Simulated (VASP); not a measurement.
A cell of CdSe (wurtzite) near equilibrium:

```xyz
4
Lattice="2.1903 -3.7937 0.0000 2.1903 3.7937 0.0000 0.0000 0.0000 7.1453" Properties=species:S:1:pos:R:3 pbc="T T T"
Cd     2.1903    -1.2646     3.5730
Cd     2.1903     1.2646     0.0003
Se     2.1903    -1.2646     6.2590
Se     2.1903     1.2646     2.6863
```

These are PBE GGA, VASP's PBE PAW potentials (set 64) (plane waves; VASP) values and carry that method's errors.

| run | ΔE (meV/atom) | σxx | σyy | σzz | largest shear component, with its sign (GPa) | gap (eV) |
|---|---|---|---|---|---|---|
| as it is | 0.0 | 0.33 | 0.33 | 0.34 | 0.00 | 0.55 |
| after one change | 0.2 | 0.13 | 0.13 | -0.59 | 0.00 | 0.52 |
Stress is in GPa, positive when the cell is compressed; gaps are those on the k-mesh, and 0.00 means metallic.

**Question.** Name the change that produced these shifts.
A. isotropic strain of +1.0 %
B. uniaxial strain of +0.5 % along x
C. uniaxial strain of +1.0 % along z
D. uniaxial strain of -2.0 % along z

**Answer.** C, uniaxial strain of +1.0 % along z

The compound is CdSe in the wurtzite structure.
